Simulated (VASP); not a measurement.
## How PAW data sets and SCF solver change a VASP run on Zr (Zirconium)

How sensitive are energy and pressure of Zr (Zirconium) to the PAW data sets and SCF solver? The series runs use PBEsol. The PAW data sets tried: minimal 64: Zr_sv; recommended 54: Zr_sv; gw 64: Zr_sv_GW. The SCF solver tried: ALGO = Normal; ALGO = Fast; ALGO = VeryFast; ALGO = All; ALGO = Damped; AMIX = 0.1, BMIX = 0.01; AMIX = 0.8; IMIX = 1, AMIX = 0.2. The start is a cell from a database of measured crystal structures.

Main program and level: VASP 6.6.1; PBEsol; plane waves and PAW (Zr_sv), in the first sound run; inputs show where later runs differ.

**1. Starting point**

The structure is hexagonal, space group P6_3/mmc (No. 194). Conventional cell: a = 3.232 Å, b = 3.232 Å, c = 5.147 Å, α = 90.00°, β = 90.00°, γ = 120.00°. Nearest to Zr lie 12 Zr at 3.18 to 3.23 Å.

Structure file:

```
Zr
1.0
     3.23200    0.00000    0.00000
    -1.61600    2.79899    0.00000
     0.00000    0.00000    5.14700
Zr
2
Direct
  0.33333 0.66667 0.25000
  0.66667 0.33333 0.75000
```

**2. PAW data sets: minimal 64: Zr sv**

Data sets differ in which electrons are valence and how hard the partial waves are. PBEsol restores the gradient expansion of exchange and is tuned for the cells of solids.

File INCAR:

```
SYSTEM = Zr
PREC = Accurate
ENCUT = 400
EDIFF = 1E-06
NELM = 100
ISMEAR = -1
SIGMA = 0.05
LREAL = .FALSE.
ALGO = Normal
GGA = PS
NBANDS = 18
LASPH = .TRUE.
LORBIT = 11
LWAVE = .FALSE.
LCHARG = .FALSE.
KPAR = 2
ISIF = 2
```

File POSCAR:

```
Zr
1.0
    3.2320000000      0.0000000000      0.0000000000
   -1.6160000000      2.7989941050      0.0000000000
    0.0000000000      0.0000000000      5.1470000000
Zr
2
Direct
    0.3333333333      0.6666666667      0.2500000000
    0.6666666667      0.3333333333      0.7500000000
```

File KPOINTS:

```
Automatic mesh
0
Gamma
8 8 5
0 0 0
```

The projector-augmented-wave data sets are Zr_sv (PBE family, release 64).

Run with:

```bash
> mpirun -np 2 vasp_std
```

The log of the run:

```text
[banner, memory and clock lines left out]
running    2 mpi-ranks, on    1 nodes
 distrk:  each k-point on    1 cores,    2 groups
 distr:  one band on    1 cores,    1 groups

 POSCAR found type information on POSCAR Zr
 POSCAR found :  1 types and       2 ions
|                                                                             |
|               ----> ADVICE to this user running VASP <----                  |
|                                                                             |
|     You enforced a specific xc type in the INCAR file but a different       |
|     [... a line on the potential file left out ...]
|     I HOPE YOU KNOW WHAT YOU ARE DOING!                                     |
|                                                                             |

 LDA part: xc-table for (Slater+PW92), standard interpolation
 POSCAR, INCAR and KPOINTS ok, starting setup
 FFT: planning ... GRIDC
 FFT: planning ... GRID_SOFT
 FFT: planning ... GRID
 WAVECAR not read
 entering main loop
       N       E                     dE             d eps       ncg     rms          rms(c)
DAV:   1     0.177078523454E+03    0.17708E+03   -0.11832E+04  1080   0.109E+03
DAV:   2    -0.528020917790E+01   -0.18236E+03   -0.17954E+03  1278   0.338E+02
DAV:   3    -0.187438813303E+02   -0.13464E+02   -0.13359E+02  2008   0.639E+01
DAV:   4    -0.189863222920E+02   -0.24244E+00   -0.24230E+00  1280   0.946E+00
DAV:   5    -0.189939077935E+02   -0.75855E-02   -0.75803E-02  1570   0.109E+00    0.150E+01
DAV:   6    -0.182914318330E+02    0.70248E+00   -0.10598E+00  1180   0.791E+00    0.590E+00
DAV:   7    -0.181472243722E+02    0.14421E+00   -0.67824E-01  1558   0.543E+00    0.116E+00
DAV:   8    -0.181502999628E+02   -0.30756E-02   -0.35764E-02  1436   0.151E+00    0.288E-01
DAV:   9    -0.181505206054E+02   -0.22064E-03   -0.17917E-03  1362   0.373E-01    0.305E-02
DAV:  10    -0.181504972947E+02    0.23311E-04   -0.51692E-05  1488   0.415E-02    0.232E-02
DAV:  11    -0.181504968438E+02    0.45088E-06   -0.86240E-06  1258   0.334E-02
   1 F= -.18150497E+02 E0= -.18141794E+02  d E =-.174063E-01
```

The job ended after 8.6 s (2 MPI ranks of AMD EPYC 7R43, shared host; peak memory 0.23 GiB; 16 s of CPU time).

Lines that name or quote the potential files are left out of all logs, and their timing lines are given in words.

OUTCAR, selected parts (step 2):

```text
ion  position               nearest neighbor table
   1  0.333  0.667  0.250-   2 3.18   2 3.18   2 3.18   2 3.18   2 3.18   2 3.18
   2  0.667  0.333  0.750-   1 3.18   1 3.18   1 3.18   1 3.18   1 3.18   1 3.18

  LATTYP: Found a hexagonal cell.
 ALAT       =     3.2320000000
 C/A-ratio  =     1.5925123762

 Subroutine GETGRP returns: Found 24 space group operations
 (whereof 12 operations were pure point group operations)

The static configuration has the point symmetry D_3d.
 The point group associated with its full space group is D_6h.

 Found     30 irreducible k-points:

   k-points           NKPTS =     30   k-points in BZ     NKDIM =     30   number of bands    NBANDS=     18

   dimension x,y,z NGX =    24 NGY =   24 NGZ =   36
   dimension x,y,z NGXF=    48 NGYF=   48 NGZF=   72

   ENCUT  =  400.0 eV  29.40 Ry    5.42 a.u.   5.27  5.27  8.39*2*pi/ulx,y,z

   NELECT =      24.0000    total number of electrons

 k-points in reciprocal lattice and weights: Automatic mesh
   0.00000000  0.00000000  0.00000000       0.003
   0.12500000  0.00000000  0.00000000       0.019
   0.25000000  0.00000000  0.00000000       0.019
   0.37500000  0.00000000  0.00000000       0.019
   0.50000000  0.00000000  0.00000000       0.009
   0.12500000  0.12500000  0.00000000       0.019
   0.25000000  0.12500000  0.00000000       0.038
   0.37500000  0.12500000  0.00000000       0.038
   0.25000000  0.25000000  0.00000000       0.019
[...]
0.25000000  0.25000000  0.40000000       0.038
   0.37500000  0.25000000  0.40000000       0.038

 average (electrostatic) potential at core
       1 -74.4546       2 -74.4546

 E-fermi :   8.8922

 k-point     1 :       0.0000    0.0000    0.0000
  band No.  band energies     occupation
    ...
      6     -17.4068      2.00000
      7     -17.4063      2.00000
      8     -17.4063      2.00000
      9       3.1948      2.00000
     10       5.8241      2.00000
     11       9.7202      0.00000
     12       9.7202      0.00000
     13       9.8767      0.00000
     14      10.0510      0.00000
     15      10.4151      0.00000
    ...

 k-point     2 :       0.1250    0.0000    0.0000
  band No.  band energies     occupation
    ...
      6     -17.5128      2.00000
      7     -17.4276      2.00000
      8     -17.4203      2.00000
      9       3.6245      2.00000
     10       6.2074      2.00000
     11       8.9820      0.28462
     12       9.2594      0.00129
     13      10.0416      0.00000
     14      10.1242      0.00000
     15      10.4658      0.00000
    ...

 k-point     3 :       0.2500    0.0000    0.0000
  band No.  band energies     occupation
    ...
      8     -17.4575      2.00000
      9       4.7220      2.00000
     10       6.8366      2.00000
     11       7.9718      2.00000
     12       8.3316      1.99997
     13       9.5532      0.00000
     14      10.0308      0.00000
     15      10.1478      0.00000
     16      11.2695      0.00000
     17      11.4001      0.00000
    ...

  Total       -1.0532548     -1.0532548     -0.7533510      0.0000000      0.0000000      0.0000000
  in kB      -36.2423637    -36.2423637    -25.9227135      0.0000000      0.0000000      0.0000000
  external PRESSURE =     -32.8024803 kB  Pullay stress =       0.0000000 kB

  energy-cutoff  :      400.00
  volume of cell :       46.56
      direct lattice vectors                 reciprocal lattice vectors
     3.232000000  0.000000000  0.000000000     0.309405941  0.178635603  0.000000000
    -1.616000000  2.798994105  0.000000000     0.000000000  0.357271206  0.000000000
     0.000000000  0.000000000  5.147000000     0.000000000  0.000000000  0.194287935

 POSITION                                       TOTAL-FORCE (eV/Angst)
 -----------------------------------------------------------------------------------
     -0.00000      1.86600      1.28675        -0.000000      0.000000      0.000000
      1.61600      0.93300      3.86025         0.000000     -0.000000      0.000000
 -----------------------------------------------------------------------------------
    total drift:                               -0.000000      0.000000     -0.000000

  FREE ENERGIE OF THE ION-ELECTRON SYSTEM (eV)
  ---------------------------------------------------
  free  energy   TOTEN  =       -18.1504968438 eV

  energy  without entropy=      -18.1330904985  energy(sigma->0) =      -18.14179367

 total charge
# of ion       s       p       d       tot
------------------------------------------
    1        2.235   5.957   1.625   9.817
    2        2.235   5.957   1.625   9.817
--------------------------------------------------
tot          4.470  11.915   3.250  19.635

[... 3 further parts left out ...]
```

The k-mesh is coarse for a metal. The PAW data sets were made with PBE, which is usual practice but a small mismatch for other functionals.

Numbers from this step:

| Item | Value |
| --- | --- |
| SCF cycles | 11 |
| electrons | 24 |
| bands | 18 |
| irreducible k-points | 30 |
| symmetry operations | 24 |
| free energy (TOTEN) | -18.15 eV |
| energy at zero smearing | -18.14 eV |
| Fermi energy | 8.892 eV |
| pressure | -3.280 GPa |
| metallic | yes |

The series starts at -9.0709 eV an atom and -3.28 GPa, after 11 cycles in 8.6 s.

**3. PAW data sets: recommended 54: Zr sv**

INCAR is that of step 2.

POSCAR is that of step 2.

KPOINTS is that of step 2.

Potentials, in the order of the species: Zr_sv (PBE family, release 54).

Run with:

```bash
> mpirun -np 2 vasp_std
```

The log of the run:

```text
[banner, memory and clock lines left out]
running    2 mpi-ranks, on    1 nodes
[...]
[... a notice as in an earlier step ...]

 LDA part: xc-table for (Slater+PW92), standard interpolation
 POSCAR, INCAR and KPOINTS ok, starting setup
[...]
entering main loop
       N       E                     dE             d eps       ncg     rms          rms(c)
[... 11 cycles as in an earlier step ...]
   1 F= -.18150497E+02 E0= -.18141794E+02  d E =-.174063E-01
```

It took 8.4 s on 2 MPI ranks; peak memory 0.22 GiB.

Parts of OUTCAR (step 3):

```text
[... 6 parts as in an earlier step ...]

[... 1 further part left out ...]
[key lines of the parts left out:]
E-fermi :   8.8922
```

With 24 valence electrons the pressure is -3.28 GPa, +0.00 GPa from the first of the series, after 11 cycles in 8.4 s.

**4. PAW data sets: GW 64: Zr sv GW**

This step: PBEsol; plane waves and PAW (Zr_sv_GW) (VASP 6.6.1).

Edit INCAR of step 3 so:

```diff
@@ -2,3 +2,3 @@
 PREC = Accurate
-ENCUT = 400
+ENCUT = 460
 EDIFF = 1E-06
```

POSCAR is that of step 3.

KPOINTS is that of step 3.

The projector-augmented-wave data sets are Zr_sv_GW (PBE family, release 64).

Run with:

```bash
> mpirun -np 2 vasp_std
```

The log of the run:

```text
[... set-up lines as in an earlier step ...]
 entering main loop
       N       E                     dE             d eps       ncg     rms          rms(c)
DAV:   1     0.208592494140E+03    0.20859E+03   -0.12913E+04  1096   0.118E+03
DAV:   2    -0.876713383104E+01   -0.21736E+03   -0.21404E+03  1830   0.463E+02
DAV:   3    -0.228297088985E+02   -0.14063E+02   -0.13937E+02  1478   0.993E+01
DAV:   4    -0.232011847615E+02   -0.37148E+00   -0.37016E+00  1774   0.218E+01
[...]
DAV:  11    -0.217121364782E+02    0.47975E-04   -0.21555E-04  1480   0.151E-01    0.543E-03
DAV:  12    -0.217121383522E+02   -0.18740E-05   -0.51985E-06  1550   0.305E-02    0.403E-03
DAV:  13    -0.217121382051E+02    0.14712E-06   -0.15486E-06  1098   0.115E-02
   1 F= -.21712138E+02 E0= -.21703434E+02  d E =-.174086E-01
```

It took 13 s on 2 MPI ranks; peak memory 0.27 GiB.

From OUTCAR (step 4):

```text
  Total       -1.1444508     -1.1444508     -0.8439156      0.0000000     -0.0000000      0.0000000
  in kB      -39.3804066    -39.3804066    -29.0390297      0.0000000     -0.0000000      0.0000000
  external PRESSURE =     -35.9332810 kB  Pullay stress =       0.0000000 kB

  FREE ENERGIE OF THE ION-ELECTRON SYSTEM (eV)
  ---------------------------------------------------
  free  energy   TOTEN  =       -21.7121382051 eV

  energy  without entropy=      -21.6947295620  energy(sigma->0) =      -21.70343388

[... 2 parts as in an earlier step ...]

[... 2 further parts left out ...]
[key lines of the parts left out:]
E-fermi :   8.8033
```

With 24 valence electrons the pressure is -3.59 GPa, -0.31 GPa from the first of the series, after 13 cycles in 13 s.

**5. The PAW data sets series as a table**

This step: convergence of PBEsol results with the datasets; plane waves and PAW (VASP 6.6.1).

Derived from the runs above.

Results of the series, by row:

| setting | status | pressure (GPa) | SCF cycles | wall time (s) |
| --- | --- | --- | --- | --- |
| minimal 64: Zr_sv, 400 eV | converged | -3.28 | 11 | 8.6 |
| recommended 54: Zr_sv, 400 eV | converged | -3.28 | 11 | 8.4 |
| gw 64: Zr_sv_GW, 460 eV | converged | -3.593 | 13 | 12.6 |

**6. SCF solver: ALGO = Normal**

This step: PBEsol; plane waves and PAW (Zr_sv) (VASP 6.6.1).

All solvers should reach one answer; they differ in cycles and robustness.

Edit INCAR of step 4 so:

```diff
@@ -2,3 +2,3 @@
 PREC = Accurate
-ENCUT = 460
+ENCUT = 400
 EDIFF = 1E-06
```

POSCAR is that of step 4.

KPOINTS is that of step 4.

PAW data sets: Zr_sv (PBE family, release 64).

Run with:

```bash
> mpirun -np 2 vasp_std
```

The log of the run:

```text
[... set-up lines as in an earlier step ...]
 entering main loop
       N       E                     dE             d eps       ncg     rms          rms(c)
[... 11 cycles as in an earlier step ...]
   1 F= -.18150497E+02 E0= -.18141794E+02  d E =-.174063E-01
```

Wall time 8.4 s (2 MPI ranks); peak memory 0.23 GiB; 16 s of CPU time.

From OUTCAR (step 6):

```text
   NELECT =      24.0000    total number of electrons

 E-fermi :   8.8922

[... 21 parts as in an earlier step ...]

[... 1 further part left out ...]
```

Numbers from this step:

| Quantity | Value |
| --- | --- |
| SCF cycles | 11 |
| free energy (TOTEN) | -18.15 eV |
| energy at zero smearing | -18.14 eV |
| Fermi energy | 8.892 eV |
| pressure | -3.280 GPa |

The series starts at -9.0709 eV an atom and -3.28 GPa, after 11 cycles in 8.4 s.

**7. SCF solver: ALGO = Fast**

Edit INCAR of step 6 so:

```diff
@@ -8,3 +8,3 @@
 LREAL = .FALSE.
-ALGO = Normal
+ALGO = Fast
 GGA = PS
```

POSCAR is that of step 6.

KPOINTS is that of step 6.

Run with:

```bash
> mpirun -np 2 vasp_std
```

The log of the run:

```text
[... set-up lines as in an earlier step ...]
 entering main loop
       N       E                     dE             d eps       ncg     rms          rms(c)
[... 5 cycles as in an earlier step ...]
RMM:   6    -0.182837284157E+02    0.71018E+00   -0.94497E-01  1128   0.701E+00    0.615E+00
RMM:   7    -0.181350359646E+02    0.14869E+00   -0.95946E-01  1212   0.573E+00    0.120E+00
RMM:   8    -0.181478294819E+02   -0.12794E-01   -0.12148E-01  1428   0.252E+00    0.777E-01
RMM:   9    -0.181510793831E+02   -0.32499E-02   -0.45423E-02  1547   0.132E+00    0.399E-01
[...]
RMM:  17    -0.181504930115E+02   -0.22289E-05   -0.17510E-05  1240   0.186E-02    0.734E-04
RMM:  18    -0.181504943786E+02   -0.13670E-05   -0.10791E-05  1037   0.142E-02    0.108E-04
RMM:  19    -0.181504951381E+02   -0.75955E-06   -0.62440E-06   923   0.114E-02
   1 F= -.18150495E+02 E0= -.18141792E+02  d E =-.174065E-01
```

The job ended after 16 s (2 MPI ranks; peak memory 0.23 GiB; 30 s of CPU time).

OUTCAR, selected parts (step 7):

```text
  Total       -1.0595691     -1.0595691     -0.7579051      0.0000000     -0.0000000      0.0000000
  in kB      -36.4596387    -36.4596387    -26.0794172      0.0000000     -0.0000000      0.0000000
  external PRESSURE =     -32.9995649 kB  Pullay stress =       0.0000000 kB

 POSITION                                       TOTAL-FORCE (eV/Angst)
 -----------------------------------------------------------------------------------
     -0.00000      1.86600      1.28675         0.000000      0.000000      0.000000
      1.61600      0.93300      3.86025        -0.000000     -0.000000      0.000000
 -----------------------------------------------------------------------------------
    total drift:                               -0.000000      0.000000     -0.000000

  FREE ENERGIE OF THE ION-ELECTRON SYSTEM (eV)
  ---------------------------------------------------
  free  energy   TOTEN  =       -18.1504951381 eV

  energy  without entropy=      -18.1330886356  energy(sigma->0) =      -18.14179189

[... 2 parts as in an earlier step ...]

[... 1 further part left out ...]
[key lines of the parts left out:]
E-fermi :   8.8924
```

Against the first of the series the energy stays within 0.01 meV an atom; the pressure moves by -0.02 GPa, after 19 cycles in 16 s.

(Continued in part 2 of 3.)

[Lines on the potential files, build, host, timing and source positions are cut from VASP's logs without a mark.]

[Logs are printed without paths, hosts, clocks, repeated set-up lines and the standing remarks that a program may print on its own settings, such as how far it seeks lower states.]

[Hosts, paths, dates, database ids (printed as entryN), source tags and the programs' standing remarks are cut or masked in the printed files.]

[A measured line is paired with the nearest computed mode of its activity, which favours agreement.]
